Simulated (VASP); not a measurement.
Consider the following.

```
KTaO3
1.0
    3.96054     0.00000     0.00000
    0.00000     3.96054     0.00000
    0.00000     0.00000     3.96054
K Ta O
1 1 3
Direct
  0.00000   0.00000   0.00000
  0.50000   0.50000   0.50000
  0.50000   0.00000   0.50000
  0.00000   0.50000   0.50000
  0.50000   0.50000   0.00000
```

All values below come from LDA (Ceperley-Alder, Perdew-Zunger), VASP's LDA PAW potentials (set 64) (plane waves; VASP 6.6.1). Settings: 520 eV cut-off, 7×7×7 Γ-centred mesh, Gaussian smearing of 0.010 eV, potentials K_sv Ta_pv O.

Problem. Estimate the energy per atom (σ→0).

Solution. 
```json
{
  "energy per atom (σ→0)": "-9.012 eV/atom"
}
```

Only differences to runs with the same potentials and settings are physical.

The compound is KTaO3 in the cubic perovskite structure. It was relaxed first.
